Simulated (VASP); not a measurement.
# Li4B4H15 (a cell with a defect) in VASP: further runs, part 3 of 3

VASP 6.6.1. The steps go on from the part before.

### Step 6. Single point, PBEsol

INCAR

```
SYSTEM = Li4B4H15
PREC = Accurate
ENCUT = 520
EDIFF = 1E-7
ISMEAR = 0
SIGMA = 0.05
LREAL = Auto
LASPH = .TRUE.
NELM = 100
ALGO = Fast
ISIF = 2
LWAVE = .FALSE.
LCHARG = .FALSE.
GGA = PS
NBANDS = 36
```

KPOINTS

```
Automatic mesh
0
G
  4 4 4
  0 0 0
```

POSCAR

```
Li4B4H15
1.0
    5.6432012145      0.0000000000      0.0000000000
    0.0000000000     -5.6432012145      0.0000000000
    0.0000000000      0.0000000000     -5.6432012145
Li B H
4 4 15
Direct
    0.5131500526     -0.0131499830      0.5254168489
    0.0242429775      0.4757570921      0.5200255827
    0.0377675706      0.0032527637      0.0444295694
    0.4967471287      0.4622323218      1.0444297086
    0.4620841790      0.0379157134     -0.0306825848
    0.0312099451      0.4687901245      0.0134051573
   -0.0347839803     -0.0076589507      0.4873863071
    0.5076590203      0.5347838727      0.4873863071
    0.9286712986      0.5713285558      0.1718350920
    0.8346117427      0.1331294015      0.5893661901
    0.3668704909      0.6653881117      0.5893663673
    0.3196485348      0.9299276777      0.8459246478
    0.9308865306      0.3083161372      0.9108787379
    0.8592052305      0.9061080415      0.3188316226
    0.4001794220      0.3570664811      0.4204262634
    0.6008461990      0.8991538326      0.0620348250
    0.3505265761      0.1494734935      0.1211207919
    0.0189199350      0.8345374941      0.6286656926
    0.6654625375      0.4810799574      0.6286656926
    0.5700723539      0.1803515348      0.8459246478
    0.1916839324      0.5691136782      0.9108789151
    0.1429335885      0.0998206476      0.4204262634
    0.5938918129      0.6407948011      0.3188317998
```

Potentials or basis: VASP PAW PBE potentials, release 64 (Li_sv, B, H).

The run is started by

```console
cat potpaw_PBE.64/Li_sv/POTCAR potpaw_PBE.64/B/POTCAR potpaw_PBE.64/H/POTCAR > POTCAR
mpirun -np 1 vasp_std > vasp.out
```

OUTCAR:

```text
SYSTEM = Li4B4H15
   PREC = Accurate
   ENCUT = 520
   EDIFF = 1E-7
   ISMEAR = 0
   LREAL = Auto
   LASPH = .TRUE.
   NELM = 100
   ISIF = 2
   GGA = PS

 ion  position               nearest neighbor table
   1  0.513  0.987  0.525-
   2  0.024  0.476  0.520-
   3  0.038  0.003  0.044-
   4  0.497  0.462  0.044-
   5  0.462  0.038  0.969-  16 1.22  12 1.23  20 1.23  17 1.24
   6  0.031  0.469  0.013-   9 1.21  21 1.21  13 1.21
   7  0.965  0.992  0.487-  14 1.22  10 1.23  22 1.23  18 1.23
[... 1076 lines left out ...]
  Total       -0.5611808     -0.5611808     -0.4962970      0.2286669     -0.1198180     -0.1198179
  in kB       -5.0030726     -5.0030726     -4.4246160      2.0386249     -1.0682084     -1.0682072
  external PRESSURE =      -4.8102537 kB  Pullay stress =       0.0000000 kB

 VOLUME and BASIS-vectors are now :
 -----------------------------------------------------------------------------
  energy-cutoff  :      520.00
  volume of cell :      179.71
      direct lattice vectors                 reciprocal lattice vectors
     5.643201215  0.000000000  0.000000000     0.177204385  0.000000000  0.000000000
     0.000000000 -5.643201215  0.000000000     0.000000000 -0.177204385  0.000000000
     0.000000000  0.000000000 -5.643201215     0.000000000  0.000000000 -0.177204385

 POSITION                                       TOTAL-FORCE (eV/Angst)
 -----------------------------------------------------------------------------------
      2.89581     -5.56899     -2.96503         0.017593      0.017593      0.010607
      0.13681     -2.68479     -2.93461         0.013131      0.013131      0.005229
      0.21313     -0.01836     -0.25072         0.003553      0.012346     -0.005974
      2.80324     -2.60847     -0.25073         0.012346      0.003553     -0.005974
      2.60763     -0.21397     -5.47005         0.003201      0.003201     -0.011446
      0.17612     -2.64548     -0.07565        -0.033306     -0.033306     -0.030203
[... 15 lines left out ...]
      0.80660     -0.56331     -2.37255         0.002239      0.022690     -0.009527
      3.35145     -3.61613     -1.79923        -0.012129     -0.022099     -0.001276
 -----------------------------------------------------------------------------------
    total drift:                               -0.002140     -0.001168     -0.000017

  FREE ENERGIE OF THE ION-ELECTRON SYSTEM (eV)
  ---------------------------------------------------
  free  energy   TOTEN  =       -89.9341392015 eV

  energy  without entropy=      -89.9291947032  energy(sigma->0) =      -89.93166695
```

OSZICAR:

```text
N       E                     dE             d eps       ncg     rms          rms(c)
DAV:   1     0.126692128801E+03    0.12669E+03   -0.15013E+04  1728   0.988E+02
DAV:   2    -0.751108885980E+02   -0.20180E+03   -0.19198E+03  2028   0.229E+02
DAV:   3    -0.965104158269E+02   -0.21400E+02   -0.21244E+02  2612   0.583E+01
DAV:   4    -0.982039113479E+02   -0.16935E+01   -0.16771E+01  2600   0.163E+01
[... 22 lines left out ...]
RMM:  27    -0.899341391099E+02    0.61793E-07   -0.18799E-06  2811   0.633E-03    0.754E-04
RMM:  28    -0.899341391818E+02   -0.71930E-07   -0.12528E-06  2458   0.500E-03    0.316E-04
RMM:  29    -0.899341390436E+02    0.13825E-06   -0.70585E-07  2478   0.399E-03    0.104E-03
RMM:  30    -0.899341391668E+02   -0.12319E-06   -0.44342E-07  2269   0.333E-03    0.589E-04
RMM:  31    -0.899341392015E+02   -0.34753E-07   -0.23703E-07  2182   0.284E-03
   1 F= -.89934139E+02 E0= -.89931667E+02  d E =-.494450E-02
```

Run time: 7.4 min. Hardware: 1 thread of Intel Xeon Platinum 8259CL at 2.50GHz (Skylake/Cascade Lake), shared host; peak memory 0.31 GiB.

Results:

```yaml
Free_energy: -89.9341 eV
Largest_force: 0.099 eV/Å
Band_gap_on_the_k_mesh: none (metal or under the smearing width)
```

Forces on the atoms (eV/Å):
```
Li   0.018  0.018  0.011
Li   0.013  0.013  0.005
Li   0.004  0.012 -0.006
Li   0.012  0.004 -0.006
B    0.003  0.003 -0.011
B   -0.033 -0.033 -0.030
B    0.018 -0.038 -0.006
B   -0.038  0.018 -0.006
H   -0.023 -0.023  0.008
H   -0.012 -0.043  0.011
H   -0.043 -0.012  0.011
H    0.001  0.000  0.036
H   -0.003  0.016 -0.007
H   -0.022 -0.012 -0.001
H    0.023  0.002 -0.010
H    0.051  0.051  0.049
H    0.065  0.065 -0.036
H   -0.037 -0.002 -0.014
H   -0.002 -0.037 -0.014
H    0.000  0.001  0.036
H    0.016 -0.003 -0.007
H    0.002  0.023 -0.010
H   -0.012 -0.022 -0.001
```

Caveat: the cutoff is under 1.25 times the usual one of these potentials, so pressure, stress and relaxed cells hold a basis-set (Pulay) error; the PAW data sets were made with another functional, which shifts forces and pressure a little.

### Step 7. Summary

| cell | gap on the mesh (eV) | largest force (eV/Å) |
| --- | --- | --- |
| H vacancy, atoms relaxed | none | 0.02 |
| R3m, 7.81 Å³/atom | none | 0.02 |
| Cm, 7.81 Å³/atom | none | 0.10 |

Alike in all rows: task single point; level PBEsol; potentials or basis VASP PAW PBE potentials, release 64 (Li_sv, B, H); no spin polarisation; k mesh 4 × 4 × 4; cutoff (eV) 520; smearing gaussian 0.05 eV.

Caveats: the cutoff is under 1.25 times the usual one of these potentials, so pressure, stress and relaxed cells hold a basis-set (Pulay) error; the PAW data sets were made with another functional, which shifts forces and pressure a little.

Absolute energies hang on the potentials; compare differences alone.
